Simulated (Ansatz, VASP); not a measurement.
# CuS in two plane-wave programs

One calculation is typed for both programs; each brings its own data sets. How far apart do they land? Of the first pair: The cell is taken from a series of runs on this material, whose earlier steps may have relaxed, scaled, displaced or heated it; both programs get it as it stands.

Program: Ansatz 0.2.0. Level of theory: plane waves, with VASP 6.6.1 beside it; LDA. Results are calculated unless marked as measured.

## (1) Set-up

The structure is cubic, space group F-43m (No. 216). Conventional cell: a = 5.068 Å, b = 5.068 Å, c = 5.068 Å, α = 90.00°, β = 90.00°, γ = 90.00°. Cu has 4 S at 2.19 Å nearest. Nearest to S lie 4 Cu at 2.19 Å. Farther neighbours and most contacts between anions are not listed.

Coordinates:

```xyz
2
Lattice="-2.5342 0.0000 2.5342 0.0000 2.5342 2.5342 -2.5342 2.5342 0.0000" Properties=species:S:1:pos:R:3 pbc="T T T"
Cu   -1.2671    1.2671    1.2671
S     0.0000    0.0000    0.0000
```

## (2) VASP: relaxation of cell and atoms, LDA, pair 1

The relaxed volume is the usual yardstick between codes: in a stiff, nearly cubic crystal its relative difference is about their pressure difference at one cell divided by the bulk modulus.

Lines of VASP's logs that name or quote its potential files are left out, and so is its time.

Input file INCAR:

```
SYSTEM = CuS
PREC = Accurate
ENCUT = 600
EDIFF = 1E-07
NELM = 120
ISMEAR = 1
SIGMA = 0.15
LREAL = .FALSE.
ALGO = Normal
GGA = PW92
NBANDS = 14
LASPH = .TRUE.
LORBIT = 11
LWAVE = .FALSE.
LCHARG = .FALSE.
ISIF = 3
IBRION = 2
NSW = 80
EDIFFG = -0.005
GGA_COMPAT = .FALSE.
NELMIN = 4
```

Input file POSCAR:

```
CuS
1.0
   -2.5342190000      0.0000000000      2.5342190000
    0.0000000000      2.5342190000      2.5342190000
   -2.5342190000      2.5342190000      0.0000000000
Cu S
1 1
Direct
    0.2500000986      0.2500000986      0.2500000986
    0.0000000986      0.0000000986      0.0000000986
```

Input file KPOINTS:

```
Automatic mesh
0
Gamma
12 12 12
0 0 0
```

PAW data sets: Cu and S (LDA family, release 64).

Run with:

```console
$ mpirun -np 1 vasp_std
```

Numbers of over 12 decimals in the logs are rounded to 6 here.

The log of the run:

```text
[banner, memory and clock lines left out]
running    1 mpi-ranks, on    1 nodes
 distrk:  each k-point on    1 cores,    1 groups
 distr:  one band on    1 cores,    1 groups

 POSCAR found type information on POSCAR CuS
 POSCAR found :  2 types and       2 ions
|                                                                             |
|               ----> ADVICE to this user running VASP <----                  |
|                                                                             |
|     You enforced a specific xc type in the INCAR file but a different       |
|     [... a line on the potential file left out ...]
|     I HOPE YOU KNOW WHAT YOU ARE DOING!                                     |
|                                                                             |

 LDA part: xc-table for (Slater(with rela. corr.)+PW92), standard interpolation
 POSCAR, INCAR and KPOINTS ok, starting setup
 FFT: planning ... GRIDC
 FFT: planning ... GRID_SOFT
 FFT: planning ... GRID
 WAVECAR not read
 entering main loop
       N       E                     dE             d eps       ncg     rms          rms(c)
DAV:   1     0.944373119342E+02    0.94437E+02   -0.82496E+03  2024   0.174E+03
DAV:   2    -0.398585592270E+01   -0.98423E+02   -0.90029E+02  2088   0.290E+02
DAV:   3    -0.115077160046E+02   -0.75219E+01   -0.72128E+01  2652   0.812E+01
DAV:   4    -0.117268929128E+02   -0.21918E+00   -0.21870E+00  2272   0.125E+01
DAV:   5    -0.117345569823E+02   -0.76641E-02   -0.76626E-02  2900   0.258E+00    0.122E+01
DAV:   6    -0.117491522051E+02   -0.14595E-01   -0.25394E+01  2142   0.167E+02    0.989E+00
DAV:   7    -0.985809905204E+01    0.18911E+01   -0.65720E+00  2490   0.973E+01    0.320E+00
DAV:   8    -0.987719804844E+01   -0.19099E-01   -0.48706E-01  3052   0.167E+01    0.159E+00
DAV:   9    -0.985213693198E+01    0.25061E-01   -0.11058E-01  2858   0.116E+01    0.322E-01
DAV:  10    -0.985261583236E+01   -0.47890E-03   -0.57342E-03  2788   0.833E-01    0.266E-01
DAV:  11    -0.985266697681E+01   -0.51144E-04   -0.13077E-04  2846   0.134E-01    0.121E-01
DAV:  12    -0.985263338500E+01    0.33592E-04   -0.29065E-04  2514   0.620E-01    0.113E-01
DAV:  13    -0.985260716637E+01    0.26219E-04   -0.21183E-05  3200   0.143E-01    0.728E-02
DAV:  14    -0.985260746103E+01   -0.29466E-06   -0.22336E-06  2394   0.113E-02    0.740E-02
[...]
DAV:  18    -0.985259649852E+01   -0.56319E-05   -0.19215E-05  3138   0.516E-02    0.583E-02
DAV:  19    -0.985259845815E+01   -0.19596E-05   -0.10614E-06  3180   0.160E-02    0.580E-02
DAV:  20    -0.985259766416E+01    0.79400E-06   -0.63367E-08  1224   0.642E-03    0.531E-02
DAV:  21    -0.985259613790E+01    0.15263E-05   -0.33209E-07  2410   0.124E-02    0.422E-02
DAV:  22    -0.985259396683E+01    0.21711E-05   -0.58227E-07  2616   0.602E-03    0.339E-02
DAV:  23    -0.985259055592E+01    0.34109E-05   -0.36864E-06  3008   0.156E-02    0.141E-02
DAV:  24    -0.985258997177E+01    0.58415E-06   -0.10411E-06  3100   0.797E-03    0.366E-03
DAV:  25    -0.985258992624E+01    0.45532E-07   -0.60814E-08  1104   0.221E-03
   1 F= -.98525899E+01 E0= -.98528586E+01  d E =-.985259E+01
 curvature:   0.00 expect dE= 0.000E+00 dE for cont linesearch  0.000E+00
 trial: gam= 0.00000 g(F)=  0.224E-41 g(S)=  0.948E-04 ort = 0.000E+00 (trialstep = 0.100E+01)
 search vector abs. value=  0.948E-04
 bond charge predicted
       N       E                     dE             d eps       ncg     rms          rms(c)
DAV:   1    -0.985442666409E+01   -0.18367E-02   -0.25212E-02  2058   0.465E+00    0.348E-01
DAV:   2    -0.985381452053E+01    0.61214E-03   -0.16877E-02  2334   0.507E+00    0.211E-01
DAV:   3    -0.985269268674E+01    0.11218E-02   -0.45421E-03  2340   0.267E+00    0.688E-02
DAV:   4    -0.985262727485E+01    0.65412E-04   -0.22183E-04  2682   0.255E-01    0.291E-02
DAV:   5    -0.985262156298E+01    0.57119E-05   -0.12249E-05  3048   0.654E-02    0.132E-02
DAV:   6    -0.985261915715E+01    0.24058E-05   -0.24486E-06  3210   0.396E-02    0.310E-03
DAV:   7    -0.985261919451E+01   -0.37358E-07   -0.25967E-07  1730   0.485E-03
   2 F= -.98526192E+01 E0= -.98528867E+01  d E =-.292683E-04
 trial-energy change:   -0.000029  1 .order   -0.000028   -0.000095    0.000039
 step:   0.7211(harm=  0.7098)  dis= 0.00000  next Energy=    -9.852625 (dE=-0.346E-04)
 bond charge predicted
       N       E                     dE             d eps       ncg     rms          rms(c)
DAV:   1    -0.985276682426E+01   -0.14767E-03   -0.19540E-03  2052   0.129E+00    0.970E-02
DAV:   2    -0.985271927285E+01    0.47551E-04   -0.13115E-03  2328   0.141E+00    0.587E-02
DAV:   3    -0.985263169961E+01    0.87573E-04   -0.35269E-04  2340   0.747E-01    0.189E-02
DAV:   4    -0.985262677336E+01    0.49263E-05   -0.17628E-05  2724   0.683E-02    0.860E-03
DAV:   5    -0.985262632322E+01    0.45013E-06   -0.89016E-07  3042   0.190E-02    0.408E-03
DAV:   6    -0.985262612434E+01    0.19888E-06   -0.14935E-07  1188   0.117E-02    0.284E-04
DAV:   7    -0.985262613133E+01   -0.69927E-08   -0.82275E-08  1026   0.323E-03
   3 F= -.98526261E+01 E0= -.98528939E+01  d E =-.362051E-04
 curvature:  -0.35 expect dE=-0.326E-06 dE for cont linesearch -0.326E-06
 trial: gam= 0.00000 g(F)=  0.211E-40 g(S)=  0.920E-06 ort =-0.934E-05 (trialstep = 0.944E+00)
 search vector abs. value=  0.920E-06
 reached required accuracy - stopping structural energy minimisation
```

From OUTCAR (step 2):

```text
ion  position               nearest neighbor table
   1  0.250  0.250  0.250-   2 2.19   2 2.19   2 2.19   2 2.19
   2  0.000  0.000  0.000-   1 2.19   1 2.19   1 2.19   1 2.19

  LATTYP: Found a face centered cubic cell.
 ALAT       =     5.0684380000

 Subroutine GETGRP returns: Found 24 space group operations
 (whereof 24 operations were pure point group operations)

The static configuration has the point symmetry T_d .

 Found     72 irreducible k-points:

   k-points           NKPTS =     72   k-points in BZ     NKDIM =     72   number of bands    NBANDS=     14

   dimension x,y,z NGX =    30 NGY =   30 NGZ =   30
   dimension x,y,z NGXF=    60 NGYF=   60 NGZF=   60

   ENCUT  =  600.0 eV  44.10 Ry    6.64 a.u.   7.16  7.16  7.16*2*pi/ulx,y,z

   NELECT =      17.0000    total number of electrons

 k-points in reciprocal lattice and weights: Automatic mesh
   0.00000000  0.00000000  0.00000000       0.001
   0.08333333  0.00000000  0.00000000       0.005
   0.16666667  0.00000000  0.00000000       0.005
   0.25000000  0.00000000  0.00000000       0.005
   0.33333333  0.00000000  0.00000000       0.005
   0.41666667  0.00000000  0.00000000       0.005
   0.50000000  0.00000000  0.00000000       0.002
   0.08333333  0.08333333  0.00000000       0.003
   0.16666667  0.08333333  0.00000000       0.014
[...]
-0.33333333  0.50000000  0.16666667       0.007
  -0.25000000  0.50000000  0.25000000       0.003

 average (electrostatic) potential at core
       1 -67.1065       2 -86.9974

 E-fermi :   5.0131

 k-point     1 :       0.0000    0.0000    0.0000
  band No.  band energies     occupation
    ...
      2       0.4185      2.00000
      3       0.4185      2.00000
      4       0.4185      2.00000
      5       2.0916      2.00000
      6       2.0916      2.00000
      7       6.4012     -0.00000
      8       6.4012     -0.00000
      9       6.4012     -0.00000
     10       8.6967      0.00000
     11      12.2417      0.00000
    ...

 k-point     2 :       0.0833    0.0000    0.0000
  band No.  band energies     occupation
    ...
      2       0.3450      2.00000
      3       0.4366      2.00000
      4       0.4366      2.00000
      5       2.0865      2.00000
      6       2.0865      2.00000
      7       5.8625     -0.00000
      8       6.3054     -0.00000
      9       6.3054     -0.00000
     10       9.1225      0.00000
     11      12.2109      0.00000
    ...

 k-point     3 :       0.1667    0.0000    0.0000
  band No.  band energies     occupation
    ...
      3       0.4845      2.00000
      4       0.4845      2.00000
      5       2.0783      2.00000
      6       2.0783      2.00000
      7       4.8403      2.06911
      8       6.0588     -0.00000
      9       6.0588     -0.00000
     10       9.7152      0.00000
     11      12.3732      0.00000
     12      12.7412      0.00000
    ...

  Total       -0.0035650     -0.0035650     -0.0035650      0.0000000      0.0000000     -0.0000000
  in kB       -0.1751411     -0.1751411     -0.1751411      0.0000000      0.0000000     -0.0000000
  external PRESSURE =      -0.1751411 kB  Pullay stress =       0.0000000 kB

  energy-cutoff  :      600.00
  volume of cell :       32.61
      direct lattice vectors                 reciprocal lattice vectors
    -2.535814370  0.000000000  2.535814370    -0.197175316 -0.197175316  0.197175316
    -0.000000000  2.535814370  2.535814370     0.197175316  0.197175316  0.197175316
    -2.535814370  2.535814370  0.000000000    -0.197175316  0.197175316 -0.197175316

 POSITION                                       TOTAL-FORCE (eV/Angst)
 -----------------------------------------------------------------------------------
     -1.26791      1.26791      1.26791         0.000000     -0.000000      0.000000
     -0.00000      0.00000      0.00000        -0.000000      0.000000     -0.000000
 -----------------------------------------------------------------------------------
    total drift:                                0.000332     -0.000332     -0.000332

  FREE ENERGIE OF THE ION-ELECTRON SYSTEM (eV)
  ---------------------------------------------------
  free  energy   TOTEN  =        -9.8526261313 eV

  energy  without entropy=       -9.8534295707  energy(sigma->0) =       -9.85289394

 reached required accuracy - stopping structural energy minimisation

 total charge
# of ion       s       p       d       tot
------------------------------------------
    1        0.468   0.505   9.148  10.122
    2        1.330   2.361   0.000   3.692
--------------------------------------------------
tot          1.799   2.867   9.148  13.814

[... 3 further parts left out ...]
```

CONTCAR:

```
CuS
   1.00000000000000
    -2.5358143702947946    0.0000000000000000    2.5358143702947946
    -0.0000000000000000    2.5358143702947946    2.5358143702947946
    -2.5358143702947946    2.5358143702947946    0.0000000000000000
  Cu              S
     1     1
Direct
     0.2500000985999975    0.2500000985999975    0.2500000985999975
     0.0000000985999975    0.0000000985999975    0.0000000985999975
```

This run has no spin polarisation, so a moment on Cu, if there is one, isn't seen. Its electron count is odd, so without a moment it is a metal by construction. The run keeps the 24 symmetry operations of its start, so it cannot find a distortion of lower symmetry.

## (3) Ansatz: relaxation of cell and atoms, LDA, pair 1

Ansatz runs on its default PAW (the set named soft_2) files.

The same cell, functional (in two slightly different forms), mesh and smearing now go to Ansatz, which takes its cutoff from its data sets.

Input file input.yaml:

```yaml
crystal:
  lattice:
    - [-2.5342192543, 0.0, 2.5342192543]
    - [0.0, 2.5342192543, 2.5342192543]
    - [-2.5342192543, 2.5342192543, 0.0]
  atoms:
    - { symbol: Cu, position: [0.25, 0.25, 0.25] }
    - { symbol: S, position: [0.0, 0.0, 0.0] }
kpoints:
  mp_grid: { grid: [12, 12, 12] }
hamiltonian:
  xc: lda
scf:
  occupations: { method: methfessel_paxton, width: 0.15 }
output:
  forces: true
  stress: true
  eigenvalues: true
relax:
  adjacent_minimum: "off"
  f_tol: 0.001
  max_steps: 60
  cell: { stress_tol: 0.01 }
```

Run with:

```console
$ ansatz run input.yaml --threads 2 --pin off --max-ram 5120MiB --backend cpu --events-out ev --progress --plain --runs-dir out
```

The log of the run:

```text
Engine: ansatz 0.2.0, x86_64-unknown-linux-gnu
Pseudopotentials: kind: paw
Pseudopotential: Cu, paw, valence charge 19, recommended cutoff 420 eV (normal), Cu.paw.azcp
Pseudopotential: S, paw, valence charge 6, recommended cutoff 420 eV (normal), S.paw.azcp
Functional definition: SPW92
  exchange = slater_x
  correlation = pw_c
Crystal: 2 atoms, lattice volume = 32.551 Å³
Basis set: ecut = 420 eV, 609 PW (Γ)
Bands: 17, of which v1, the nominal top of the filled ones, is band 13 counted from 1 (12 counted from 0)
Symmetry: 24 space group operations
Space group: F-43m (ITA 216), of the structure as read, at distance tolerance 3.2e-5 Å
k-points: 72 of 1728 (time reversal used)
Non-local potential: Cu, projectors of the file, l = 0: 3, l = 1: 2, l = 2: 3, l = 3: 1
Non-local potential: S, projectors of the file, l = 0: 2, l = 1: 2, l = 2: 2
PAW form: soft (Blöchl's): semilocal exchange-correlation on the pseudo side does not see the compensation charge
PAW frozen core: Cu, regenerated for the run's functional, and the local potential with it (the file was generated under x = pbe(κ = 0.804, μ = 0.219515), c = pbe(β = 0.066725))
PAW frozen core: S, regenerated for the run's functional, and the local potential with it (the file was generated under x = pbe(κ = 0.804, μ = 0.219515), c = pbe(β = 0.066725))
PAW one-centre angular grid: Cu, 590 points (default); XC on 64 Gauss nodes
PAW one-centre angular grid: S, 110 points (default); XC on 64 Gauss nodes
Initial density: superposition of atomic densities (neutral atoms: chi_scale 0, normalization atom), corrected by the library's trained network
Initial wavefunctions: pseudopotential atomic-orbital guess
Functional: x = slater, c = lda
SCF iter   1: F=—  HF=-7425.726271 eV  |F-HF|=—  |Δ(HF+E_count)|=         —  Δρ=1.22e-2  dr2=2.33e-2  ethr=1.77e-3  ⟨swp⟩=5.1  Hψ=6169  notcnv=0
preconditioner: auto → LDOS  [metal: Δε(μ)=0.028 eV  Ē_g=11.241 eV  σ=0.150 eV  W_gap=0.16  n_scr=14 (ndim 8)  ℏωp=26.8 eV  f_vac=0.039  D(μ)=1.34/eV (n_scr^D=14)  β→1.0]
SCF iter   2: F=—  HF=-7425.734301 eV  |F-HF|=—  |Δ(HF+E_count)|=   8.03e-3  S|Δr|=    0.00e0  Δρ=1.75e-2  dr2=5.16e-2  ethr=9.33e-5  ⟨swp⟩=2.0  Hψ=2989  notcnv=0  defer=2
SCF iter   3: F=—  HF=-7425.718343 eV  |F-HF|=—  |Δ(HF+E_count)|=   1.60e-2  S|Δr|=    0.00e0  Δρ=1.08e-3  dr2=2.10e-4  ethr=9.33e-5  ⟨swp⟩=2.0  Hψ=2267  notcnv=0  defer=2
SCF iter   4: F=—  HF=-7425.718272 eV  |F-HF|=—  |Δ(HF+E_count)|=   7.06e-5  S|Δr|=    0.00e0  Δρ=1.75e-4  dr2=6.17e-6  ethr=8.39e-7  ⟨swp⟩=2.1  Hψ=2024  notcnv=0  defer=2
SCF iter   5: F=—  HF=-7425.718269 eV  |F-HF|=—  |Δ(HF+E_count)|=   2.88e-6  S|Δr|=    0.00e0  Δρ=1.12e-4  dr2=2.72e-6  ethr=2.47e-8  ⟨swp⟩=1.0  Hψ=1206  notcnv=0  defer=2
SCF iter   6: F=—  HF=-7425.718269 eV  |F-HF|=—  |Δ(HF+E_count)|=   5.14e-7  S|Δr|=    0.00e0  Δρ=3.92e-5  dr2=3.29e-7  ethr=1.09e-8  ⟨swp⟩=2.0  Hψ=1549  notcnv=0  defer=2
SCF iter   7: F=-7425.718268 eV  HF=-7425.718268 eV  |F-HF|=3.21e-10  |Δ(HF+E_count)|=   6.78e-8  S|Δr|=    0.00e0  Δρ=1.42e-6  dr2=3.64e-10  ethr=4.00e-10  ⟨swp⟩=4.8  Hψ=4467  notcnv=0
SCF 1 converged in 7 iterations: F = -7425.718268 eV  dr2 = 3.64e-10
  greatest PAW one-centre occupation: 1.000 electrons in one spin orbital (limit 2), on the Cu atom at site 0 (counted from 0), in its partial waves of l = 0
relax step   1: F+E_penalty+E_count = -7425.71826845 eV  Δ(F+E_penalty+E_count) = +0.000e0 eV  max|allowed force component| = 2.313e-17 eV/Å  Δτ_max = 0.0000 Å  P = -0.036 GPa  Ω = 32.551 Å³  (7 SCF iters, dr2 threshold 1.00e-7 eV, accepted)
[...]
relax step   2: F+E_penalty+E_count = -7425.71827140 eV  Δ(F+E_penalty+E_count) = -2.950e-6 eV  max|allowed force component| = 2.371e-17 eV/Å  Δτ_max = 0.0000 Å  P = -0.017 GPa  Ω = 32.545 Å³  energy of the carried Pulay correction = +2.004e-6 eV  (4 SCF iters, dr2 threshold 3.23e-9 eV, accepted)
[...]
relax step   3: F+E_penalty+E_count = -7425.71827340 eV  Δ(F+E_penalty+E_count) = -1.998e-6 eV  max|allowed force component| = 1.070e-17 eV/Å  Δτ_max = 0.0000 Å  P = -0.000 GPa  Ω = 32.540 Å³  energy of the carried Pulay correction = +3.740e-6 eV  (5 SCF iters, dr2 threshold 6.97e-10 eV, accepted)
[...]
relax step   4: F+E_penalty+E_count = -7425.71826754 eV  Δ(F+E_penalty+E_count) = +5.861e-6 eV  max|allowed force component| = 1.908e-17 eV/Å  Δτ_max = 0.0000 Å  P = +0.000 GPa  Ω = 32.540 Å³  stress off target by 1.41e-5 GPa  SCF on the basis re-selected at this cell (its energy is not comparable with the rows above)  (5 SCF iters)
basis re-selected at this cell: Δ(F+E_penalty+E_count) = +5.861e-6 eV, ΔP = +0.000 GPa vs the last step (what re-selecting the basis moved, of the pressure what is left beyond the Pulay correction that the steps carried, after the strain that the cell walked since its last selection, with what the two solves' SCF thresholds leave and, on support functions, any second-order correction that the steps lacked; it is no m [...]
SCF converged after 5 iterations
Stability not checked: this state was not tested for a lower state beside it, because cold or Methfessel-Paxton smearing, or corrected tetrahedra, fill the levels in a way that the test cannot read (fill_not_monotonic; see scf.lower_state_search)
Free energy (F): -7425.718268 eV
Harris-Foulkes:  -7425.718268 eV  (|F-HF|=1.82e-12)
Internal energy: -7425.719070 eV  (E = F + TS)
E sigma→0 (E₀):  -7425.718468 eV
Entropy (-TS):   0.000803 eV (0.401 meV/atom)
Fermi energy:    9.040245 eV
--- Per-component energies (eV) ---
  E_band       = -490.076844
  E_kinetic    = 407.764694
  E_local      = -5466.200675  (includes V_loc(G=0)·N_el)
  E_nonlocal   = 421.299794
  E_hartree    = 2401.432424
  E_xc         = -185.902357
  E_vxc        = -204.033079  (∫ρ·V_xc dr)
  E_paw        = -2159.055257  (= ΣΔE_a)
  E_vpaw       = -451.772670  (= ΣTr[D̂ρ^β])
  E_aug_tail   = 0.000252  (compensation charges beyond the density's cutoff)
  E_ewald      = -2845.660803
  E_core_change = 0.602858  (= ΣΔE_core)
  E_smearing   = 0.000803  (= −TS)
  E_closure    = -0.000000  (closes the sum)
  Σ components = -7425.718268   (vs F -7425.718268, Δ=0.00e0)
--- Forces (eV/Å), atoms counted from 1 ---
  atom   1  Cu    -0.00000000    -0.00000000    -0.00000000
  atom   2  S     -0.00000000    -0.00000000    -0.00000000
  max |Σ_I F_I| component: 1.10e-16 eV/Å
--- Stress (GPa, compression-positive) ---
        0.000014      -0.000000      -0.000000
       -0.000000       0.000014       0.000000
       -0.000000      -0.000000       0.000014
  P = ⅓ Tr σ = 0.0000 GPa (0.000 kbar)
--- Band table (eV; the first three rows and the last of 72) ---
  k-point 0: bands = [... 9 lower, 6.1267, 10.4434, 10.4434, 10.4434, 12.6677, 16.1463, 16.1463, 16.1463]
  k-point 1: bands = [... 9 lower, 6.1215, 9.8977, 10.3461, 10.3461, 13.0977, 16.1242, 16.2996, 16.2996]
  k-point 2: bands = [... 9 lower, 6.1131, 8.8717, 10.0961, 10.0961, 13.6840, 16.3099, 16.6448, 16.6448]
  k-point 71: bands = [... 9 lower, 6.2225, 6.4242, 6.7493, 7.6995, 15.4401, 16.9079, 17.7923, 18.0576]
--- Relaxed structure (3 steps of the walk, 3 accepted, 1 SCFs on fresh bases) ---
  F+E_penalty+E_count = -7425.71826754 eV   max|allowed force component| = 1.908e-17 eV/Å   (the final SCF, on the basis selected at the relaxed cell)
  cell:  # Å, volume = 32.5401 Å³
    - [-2.533941, 0, 2.533941]
    - [0, 2.533941, 2.533941]
    - [-2.533941, 2.533941, 0]
  atoms:
    - { symbol: Cu, position: [0.250000, 0.250000, 0.250000] }
    - { symbol: S, position: [0, 0, 0] }
```

In the SCF lines HF is the Harris–Foulkes energy and dr2 the Hartree energy of the density residual, in eV; the loop may stop once dr2 is under the threshold and the program's other checks hold. Hψ counts applications of the Hamiltonian.

## (4) Comparison

Known differences besides the potentials themselves: the data sets hold 25 valence electrons in Ansatz (on its default PAW (the set named soft_2) files) and 17 in VASP; the cutoff is 420 eV in Ansatz and 600 eV in VASP; VASP's log shows a relativistic correction to its local exchange, Ansatz's none; Ansatz adds a Pulay correction to the stress that steers its cell, VASP none. Total energies have different zeros and are not compared.

The two programs side by side:

| quantity | Ansatz | VASP | difference |
| --- | --- | --- | --- |
| volume (Å³) | 32.54 | 32.61 | -0.22 % |
| edge a after relaxation, in the typed setting (Å) | 3.583 | 3.586 | -0.08 % |

(Continued in part 2 of 2.)

[Lines on the potential files, build, host, timing and source positions are cut from VASP's logs without a mark.]

[Logs are printed without paths, hosts, clocks, repeated set-up lines and the standing remarks that a program may print on its own settings, such as how far it seeks lower states.]

[Hosts, paths, dates, database ids (printed as entryN), source tags and the programs' standing remarks are cut or masked in the printed files.]
